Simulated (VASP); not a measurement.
# Mg3TiO4 (Pm-3m) in VASP: reference runs

How does Mg3TiO4 come out in PBE? The cell is run as given and disturbed.

All numbers are computed with VASP 6.6.1; they aren't measurements. Logs are shortened: lines on timing, memory, paths and dates and some standing lists are left out, and cuts for length are marked.

### 1 The crystal as given

It takes space group Pm-3m (No. 221, cubic). The conventional cell has a = 4.314 Å, b = 4.314 Å, c = 4.314 Å, α = 90.00°, β = 90.00°, γ = 90.00°. Around Ti (site symmetry m-3m) lie 6 O at 2.16 Å. Mg (site symmetry 4/mmm) has 6 O at 2.16 Å as nearest neighbours. O (site symmetry 4/mmm) is surrounded by 2 Ti at 2.16 Å and 4 Mg at 2.16 Å. Around O (site symmetry m-3m) lie 6 Mg at 2.16 Å.

The cell comes from a database or a generator and needn't be the stable form of this composition.

### 2 Single point, PBE

INCAR

```
SYSTEM = Mg3TiO4
PREC = Accurate
ENCUT = 520
EDIFF = 1E-7
ISMEAR = -1
SIGMA = 0.05
LREAL = .FALSE.
LASPH = .TRUE.
NELM = 60
ALGO = Normal
ISIF = 2
LWAVE = .FALSE.
LCHARG = .FALSE.
GGA = PE
NBANDS = 31
```

KPOINTS

```
regular mesh
0
G
  6 6 6
  0 0 0
```

POSCAR

```
Mg3TiO4
1.0
    4.3136588600      0.0000000000      0.0000000000
    0.0000000000      4.3136588600      0.0000000000
    0.0000000000      0.0000000000      4.3136588600
Ti Mg O
1 3 4
Direct
    0.0000000000      0.0000000000      0.0000000000
    0.5000000000      0.5000000000      0.0000000000
    0.5000000000      0.0000000000      0.5000000000
    0.0000000000      0.5000000000      0.5000000000
    0.0000000000      0.5000000000      0.0000000000
    0.0000000000      0.0000000000      0.5000000000
    0.5000000000      0.5000000000      0.5000000000
    0.5000000000      0.0000000000      0.0000000000
```

Potentials or basis: VASP PAW PBE potentials, release 64 (Ti_sv, Mg, O).

Run with:

```console
cat potpaw_PBE.64/Ti_sv/POTCAR potpaw_PBE.64/Mg/POTCAR potpaw_PBE.64/O/POTCAR > POTCAR
mpirun -np 1 vasp_std > vasp.out
```

OUTCAR:

```text
SYSTEM = Mg3TiO4
   PREC = Accurate
   ENCUT = 520
   EDIFF = 1E-7
   ISMEAR = -1
   LREAL = .FALSE.
   LASPH = .TRUE.
   NELM = 60
   ISIF = 2
   GGA = PE

 ion  position               nearest neighbor table
   1  0.000  0.000  0.000-   5 2.16   6 2.16   8 2.16   6 2.16   5 2.16   8 2.16   3 3.05   4 3.05
                             2 3.05   2 3.05   4 3.05   3 3.05   4 3.05   2 3.05   3 3.05   4 3.05
   2  0.500  0.500  0.000-   5 2.16   7 2.16   8 2.16   7 2.16   8 2.16   5 2.16   3 3.05   4 3.05
                             1 3.05   1 3.05   3 3.05   3 3.05   3 3.05   1 3.05   4 3.05   4 3.05
   3  0.500  0.000  0.500-   6 2.16   7 2.16   8 2.16   8 2.16   7 2.16   6 2.16   1 3.05   2 3.05
                             1 3.05   2 3.05   4 3.05   2 3.05   2 3.05   1 3.05   4 3.05   4 3.05
   4  0.000  0.500  0.500-   5 2.16   6 2.16   7 2.16   5 2.16   6 2.16   7 2.16   1 3.05   2 3.05
                             1 3.05   1 3.05   3 3.05   2 3.05   1 3.05   2 3.05   3 3.05   3 3.05
   5  0.000  0.500  0.000-   1 2.16   2 2.16   4 2.16   4 2.16   1 2.16   2 2.16
   6  0.000  0.000  0.500-   1 2.16   3 2.16   4 2.16   1 2.16   4 2.16   3 2.16
   7  0.500  0.500  0.500-   2 2.16   3 2.16   4 2.16   2 2.16   3 2.16   4 2.16
   8  0.500  0.000  0.000-   1 2.16   2 2.16   3 2.16   3 2.16   2 2.16   1 2.16

  LATTYP: Found a simple cubic cell.
 ALAT       =     4.3136588600

  Lattice vectors:

 A1 = (   4.3136588600,   0.0000000000,   0.0000000000)
 A2 = (   0.0000000000,   4.3136588600,   0.0000000000)
 A3 = (   0.0000000000,   0.0000000000,   4.3136588600)

Analysis of symmetry for initial positions (statically):
=====================================================================
 Subroutine PRICEL returns:
 Original cell was already a primitive cell.

 Routine SETGRP: Setting up the symmetry group for a
 simple cubic supercell.

 Subroutine GETGRP returns: Found 48 space group operations
 (whereof 48 operations were pure point group operations)
 out of a pool of 48 trial point group operations.

The static configuration has the point symmetry O_h .

Analysis of symmetry for dynamics (positions and initial velocities):
=====================================================================
 Subroutine PRICEL returns:
 Original cell was already a primitive cell.

 Routine SETGRP: Setting up the symmetry group for a
 simple cubic supercell.

 Subroutine GETGRP returns: Found 48 space group operations
 (whereof 48 operations were pure point group operations)
 out of a pool of 48 trial point group operations.

The dynamic configuration has the point symmetry O_h .

 Subroutine INISYM returns: Found 48 space group operations
 (whereof 48 operations are pure point group operations),
 and found     1 'primitive' translations

----------------------------------------------------------------------------------------

                                     Primitive cell

  volume of cell :      80.2671

  direct lattice vectors                    reciprocal lattice vectors
     4.313658860  0.000000000  0.000000000     0.231821763  0.000000000  0.000000000
     0.000000000  4.313658860  0.000000000     0.000000000  0.231821763  0.000000000
     0.000000000  0.000000000  4.313658860     0.000000000  0.000000000  0.231821763

  length of vectors
     4.313658860  4.313658860  4.313658860     0.231821763  0.231821763  0.231821763

  position of ions in fractional coordinates (direct lattice)
     0.000000000  0.000000000  0.000000000
     0.500000000  0.500000000  0.000000000
     0.500000000  0.000000000  0.500000000
     0.000000000  0.500000000  0.500000000
     0.000000000  0.500000000  0.000000000
     0.000000000  0.000000000  0.500000000
     0.500000000  0.500000000  0.500000000
     0.500000000  0.000000000  0.000000000

  ion indices of the primitive-cell ions
   primitive index   ion index
                 1           1
                 2           2
                 3           3
                 4           4
                 5           5
                 6           6
                 7           7
                 8           8

----------------------------------------------------------------------------------------

 KPOINTS: regular mesh

Automatic generation of k-mesh.
 Grid dimensions read from file:
 generate k-points for:    6    6    6

 Generating k-lattice:

  Cartesian coordinates                     Fractional coordinates (reciprocal lattice)
     0.038636960  0.000000000  0.000000000     0.166666667  0.000000000  0.000000000
     0.000000000  0.038636960  0.000000000     0.000000000  0.166666667  0.000000000
     0.000000000  0.000000000  0.038636960     0.000000000  0.000000000  0.166666667

  Length of vectors
     0.038636960  0.038636960  0.038636960

  Shift w.r.t. Gamma in fractional coordinates (k-lattice)
     0.000000000  0.000000000  0.000000000

 Subroutine IBZKPT returns following result:
 ===========================================

 Found     20 irreducible k-points:

 Following reciprocal coordinates:
            Coordinates               Weight
  0.000000  0.000000  0.000000      1.000000
  0.166667  0.000000  0.000000      6.000000
  0.333333  0.000000  0.000000      6.000000
  0.500000  0.000000  0.000000      3.000000
  0.166667  0.166667  0.000000     12.000000
  0.333333  0.166667  0.000000     24.000000
[... 12 lines left out ...]
  0.500000  0.500000  0.333333      6.000000
  0.500000  0.500000  0.500000      1.000000
   k-points           NKPTS =     20   k-points in BZ     NKDIM =     20   number of bands    NBANDS=     31
   number of dos      NEDOS =    301   number of ions     NIONS =      8
   total plane-waves  NPLWV =  32768
   dimension x,y,z NGX =    32 NGY =   32 NGZ =   32
   dimension x,y,z NGXF=    64 NGYF=   64 NGZF=   64
   ions per type =               1   3   4
   NGX,Y,Z   is equivalent  to a cutoff of  12.33, 12.33, 12.33 a.u.
   NGXF,Y,Z  is equivalent  to a cutoff of  24.67, 24.67, 24.67 a.u.
 SYSTEM =  Mg3TiO4
   PREC   = accura    normal or accurate (medium, high low for compatibility)
   ISTART =      0    job   : 0-new  1-cont  2-samecut
   ICHARG =      2    charge: 1-file 2-atom 10-const
   ISPIN  =      1    spin polarized calculation?
   LNONCOLLINEAR =      F non collinear calculations
   LSORBIT =      F    spin-orbit coupling
   LASPH  =      T    aspherical Exc in radial PAW
   ENCUT  =  520.0 eV  38.22 Ry    6.18 a.u.   8.02  8.02  8.02*2*pi/ulx,y,z
   NELM   =     60;   NELMIN=  2; NELMDL= -5     # of ELM steps
   EDIFF  = 0.1E-06   stopping-criterion for ELM
   LREAL  =      F    real-space projection
   EDIFFG = 0.1E-05   stopping-criterion for IOM
   NSW    =      0    number of steps for IOM
   IBRION =     -1    ionic relax: 0-MD 1-quasi-New 2-CG
   NFREE  =      0    steps in history (QN), initial steepest desc. (CG)
   ISIF   =      2    stress and relaxation
   ISYM   =      2    0-nonsym 1-usesym 2-fastsym
   POTIM  = 0.5000    time-step for ionic-motion
   TEBEG  =    0.0;   TEEND  =   0.0 temperature during run
   PSTRESS=    0.0 pullay stress
   NELECT =      42.0000    total number of electrons
   NUPDOWN=      -1.0000    fix difference up-down
   EMIN   =  10.00;   EMAX   =-10.00  energy-range for DOS
   EFERMI =   0.00;   METHOD = LEGACY
   ISMEAR =    -1;   SIGMA  =   0.05  broadening in eV -4-tet -1-fermi 0-gaus
   EFERMI_NEDOS =   21; number of points for ismear=-14 and -15
   IALGO  =     38    algorithm
   IMIX   =      4    mixing-type and parameters
     AMIX     =   0.40;   BMIX     =  1.00
     AMIX_MAG =   1.60;   BMIX_MAG =  1.00
  volume/ion in A,a.u.               =      10.03        67.71
  Fermi-wavevector in a.u.,A,eV,Ry     =   1.319205  2.492935 23.678227  1.740301
  Thomas-Fermi vector in A             =   2.449119
   LORBIT       =      0    0 simple, 1 ext, 2 COOP (PROOUT), +10 PAW based schemes
   GGA     = PE    functional components
   LHFCALC =     F    Hartree Fock is set to
   AEXX    =    0.0000 exact exchange contribution
   IVDW    =     0    specifies the selected vdW correction
   LEPSILON=     F    determine dielectric tensor
   LRPA    =     F    only Hartree local field effects (RPA)
 non-spin polarized calculation
  energy-cutoff  :      520.00
  volume of cell :       80.27
 maximum number of plane-waves:      2192
   NGX = 17   NGY = 17   NGZ = 17

 number of electron      41.9999969 magnetization

 Free energy of the ion-electron system (eV)
  ---------------------------------------------------
  ext. energy  EPLUGINS =         0.00000000
  ---------------------------------------------------
  free energy    TOTEN  =       -51.87998169 eV

  energy without entropy =      -51.84096094  energy(sigma->0) =      -51.86047132

 E-fermi :   8.7827     XC(G=0): -11.2349

 val. band max:        8.7821666177   @ k =   0.3333   0.3333   0.0000
 cond. band min:       8.8048282326   @ k =   0.3333   0.3333   0.0000
 fundamental gap:      0.0226616149
 Fermi energy:         8.7826968320

 k-point     1 :       0.0000    0.0000    0.0000
  band No.  band energies     occupation
      1     -49.1795      2.00000
      2     -25.5444      2.00000
      3     -25.5444      2.00000
      4     -25.5444      2.00000
      5     -13.3813      2.00000
      6     -12.3477      2.00000
[... 23 lines left out ...]
     30      14.8199      0.00000
     31      14.8199      0.00000

 k-point     2 :       0.1667    0.0000    0.0000
  band No.  band energies     occupation
      1     -49.1794      2.00000
      2     -25.5537      2.00000
      3     -25.5441      2.00000
      4     -25.5441      2.00000
      5     -13.2905      2.00000
      6     -12.3536      2.00000
[... 23 lines left out ...]
     30      14.8832      0.00000
     31      14.8832      0.00000

 k-point     3 :       0.3333    0.0000    0.0000
  band No.  band energies     occupation
      1     -49.1791      2.00000
      2     -25.5722      2.00000
      3     -25.5437      2.00000
      4     -25.5437      2.00000
      5     -13.0578      2.00000
      6     -12.4551      2.00000
[... 23 lines left out ...]
     30      14.8973      0.00000
     31      14.8973      0.00000

 k-point     4 :       0.5000    0.0000    0.0000
  band No.  band energies     occupation
      1     -49.1790      2.00000
      2     -25.5814      2.00000
      3     -25.5435      2.00000
      4     -25.5435      2.00000
      5     -12.8466      2.00000
      6     -12.6195      2.00000
[... 23 lines left out ...]
     30      14.8298      0.00000
     31      14.8586      0.00000

 k-point     5 :       0.1667    0.1667    0.0000
  band No.  band energies     occupation
      1     -49.1792      2.00000
      2     -25.5536      2.00000
      3     -25.5533      2.00000
      4     -25.5439      2.00000
      5     -13.2024      2.00000
      6     -12.3392      2.00000
[... 23 lines left out ...]
     30      14.9318      0.00000
     31      15.1655      0.00000
[... 406 lines left out ...]
     30      15.3731      0.00000
     31      15.6105      0.00000

 k-point    18 :       0.5000    0.3333    0.3333
  band No.  band energies     occupation
      1     -49.1783      2.00000
      2     -25.5791      2.00000
      3     -25.5699      2.00000
      4     -25.5696      2.00000
      5     -12.4053      2.00000
      6     -12.3159      2.00000
[... 23 lines left out ...]
     30      15.5811      0.00000
     31      15.6392      0.00000

 k-point    19 :       0.5000    0.5000    0.3333
  band No.  band energies     occupation
      1     -49.1782      2.00000
      2     -25.5787      2.00000
      3     -25.5787      2.00000
      4     -25.5694      2.00000
      5     -12.3214      2.00000
      6     -12.2603      2.00000
[... 23 lines left out ...]
     30      15.5961      0.00000
     31      15.7766      0.00000

 k-point    20 :       0.5000    0.5000    0.5000
  band No.  band energies     occupation
      1     -49.1781      2.00000
      2     -25.5783      2.00000
      3     -25.5783      2.00000
      4     -25.5783      2.00000
      5     -12.2468      2.00000
      6     -12.2468      2.00000
[... 23 lines left out ...]
     30      15.7599      0.00000
     31      15.7599      0.00000

------------------------ aborting loop because EDIFF is reached ----------------------------------------

  FORCE on cell =-STRESS in cart. coord.  units (eV):
  Direction    XX          YY          ZZ          XY          YZ          ZX
  --------------------------------------------------------------------------------------
  -------------------------------------------------------------------------------------
  Total       -1.5767903     -1.5767903     -1.5767903      0.0000000      0.0000000     -0.0000000
  in kB      -31.4736509    -31.4736509    -31.4736509      0.0000000      0.0000000     -0.0000000
  external PRESSURE =     -31.4736509 kB  Pullay stress =       0.0000000 kB

 VOLUME and BASIS-vectors are now :
 -----------------------------------------------------------------------------
  energy-cutoff  :      520.00
  volume of cell :       80.27
      direct lattice vectors                 reciprocal lattice vectors
     4.313658860  0.000000000  0.000000000     0.231821763  0.000000000  0.000000000
     0.000000000  4.313658860  0.000000000     0.000000000  0.231821763  0.000000000
     0.000000000  0.000000000  4.313658860     0.000000000  0.000000000  0.231821763

 POSITION                                       TOTAL-FORCE (eV/Angst)
 -----------------------------------------------------------------------------------
      0.00000      0.00000      0.00000         0.000000      0.000000      0.000000
      2.15683      2.15683      0.00000         0.000000      0.000000      0.000000
      2.15683      0.00000      2.15683         0.000000      0.000000      0.000000
      0.00000      2.15683      2.15683         0.000000      0.000000      0.000000
      0.00000      2.15683      0.00000         0.000000      0.000000      0.000000
      0.00000      0.00000      2.15683         0.000000      0.000000      0.000000
      2.15683      2.15683      2.15683         0.000000      0.000000      0.000000
      2.15683      0.00000      0.00000         0.000000      0.000000      0.000000
 -----------------------------------------------------------------------------------
    total drift:                                0.000000      0.000000     -0.000000

  FREE ENERGIE OF THE ION-ELECTRON SYSTEM (eV)
  ---------------------------------------------------
  free  energy   TOTEN  =       -51.8799816889 eV

  energy  without entropy=      -51.8409609444  energy(sigma->0) =      -51.86047132
```

Wall time 56 s (1 thread of Intel Xeon Platinum 8488C (Sapphire Rapids), shared host); peak memory 0.19 GiB.

What came out:

```
Free energy            : -51.8800 eV
Pressure               : -3.1 GPa
Band gap on the k mesh : none (metal or under the smearing width)
```

Levels at points of the mesh, in eV from the Fermi level:
| k point | band 18 | band 19 | band 20 | band 21 | band 22 | band 23 | band 24 | band 25 |
| --- | --- | --- | --- | --- | --- | --- | --- | --- |
| (0.00, 0.00, 0.00) | -5.32 | -5.32 | -5.32 | -1.02 | -1.02 | -1.02 | -0.90 | 1.16 |
| (0.50, 0.00, 0.00) | -6.00 | -5.90 | -5.90 | -0.85 | 0.30 | 0.30 | 1.21 | 1.61 |
| (0.50, 0.50, 0.00) | -5.99 | -5.81 | -5.81 | 0.33 | 0.33 | 0.97 | 1.46 | 3.69 |
| (0.50, 0.50, 0.50) | -5.88 | -5.88 | -5.88 | 1.02 | 1.02 | 1.02 | 2.21 | 2.66 |

Caveat: semilocal functionals often make such compounds metallic where correlation or magnetic order opens a gap, which also shifts bond lengths.

### 3 Single point, PBE (atoms moved at random, drawn with an rms of 0.05 Å)

INCAR

```
PREC = Accurate
ENCUT = 520
EDIFF = 1E-7
ISMEAR = -1
SIGMA = 0.05
LREAL = F
LASPH = T
NELM = 80
ALGO = Normal
ISIF = 2
LWAVE = F
LCHARG = T
GGA = PE
LELF = T
LVHAR = T
NBANDS = 31
```

KPOINTS

```
Automatic mesh
0
Gamma
  6 6 6
```

POSCAR

```
Mg3TiO4
1.0
    4.3136588600      0.0000000000      0.0000000000
    0.0000000000      4.3136588600      0.0000000000
    0.0000000000      0.0000000000      4.3136588600
Ti Mg O
1 3 4
Direct
    0.0014660000     -0.0042180000     -0.0078090000
    0.4977900000      0.4971310000     -0.0043900000
    0.5056300000     -0.0040910000      0.4957630000
   -0.0040510000      0.4916350000      0.5045680000
    0.0019540000      0.4946750000     -0.0004350000
   -0.0013080000     -0.0000110000      0.4965600000
    0.4914490000      0.5092340000      0.5095450000
    0.4925500000      0.0024700000      0.0068800000
```

Potentials or basis: VASP PAW PBE potentials, release 64 (Ti_sv, Mg, O).

Run with:

```console
cat potpaw_PBE.64/Ti_sv/POTCAR potpaw_PBE.64/Mg/POTCAR potpaw_PBE.64/O/POTCAR > POTCAR
mpirun -np 1 vasp_std > vasp.out
```

Run time: 3.1 min. Hardware: 1 thread of Intel Xeon Platinum 8488C (Sapphire Rapids), shared host; peak memory 0.36 GiB.

Results (log left out):

```yaml
Free_energy: -51.8198 eV
Pressure: -2.8 GPa
Largest_force: 0.610 eV/Å
Band_gap_on_the_k_mesh: none (metal or under the smearing width)
```

Forces on the atoms (eV/Å):
```
Ti  -0.277  0.081  0.537
Mg  -0.016  0.096  0.244
Mg  -0.287  0.099  0.126
Mg   0.107  0.248 -0.211
O   -0.206  0.085  0.017
O   -0.011 -0.078 -0.051
O    0.315 -0.410 -0.323
O    0.374 -0.121 -0.339
```

Stress tensor (GPa, compression positive):
```
-2.82  0.03  0.02
 0.03 -2.79 -0.06
 0.02 -0.06 -2.71
```

Levels at points of the mesh, in eV from the Fermi level:
```tsv
k point	band 18	band 19	band 20	band 21	band 22	band 23	band 24	band 25
(0.00, 0.00, 0.00)	-5.33	-5.32	-5.32	-1.01	-1.01	-0.99	-0.90	1.16
(0.50, 0.00, 0.00)	-5.99	-5.90	-5.89	-0.85	0.30	0.30	1.21	1.60
(0.00, 0.50, 0.00)	-5.98	-5.91	-5.90	-0.83	0.30	0.31	1.22	1.60
(0.00, 0.00, 0.50)	-5.99	-5.90	-5.89	-0.85	0.30	0.31	1.21	1.59
(0.50, 0.50, 0.00)	-5.98	-5.81	-5.80	0.32	0.33	0.96	1.46	3.66
(0.00, 0.50, 0.50)	-5.99	-5.81	-5.80	0.33	0.34	0.96	1.45	3.67
(0.50, 0.00, 0.50)	-5.98	-5.80	-5.80	0.33	0.33	0.96	1.46	3.58
(0.50, 0.50, 0.50)	-5.87	-5.87	-5.86	0.99	1.01	1.01	2.21	2.63
```

Caveat: semilocal functionals often make such compounds metallic where correlation or magnetic order opens a gap, which also shifts bond lengths.
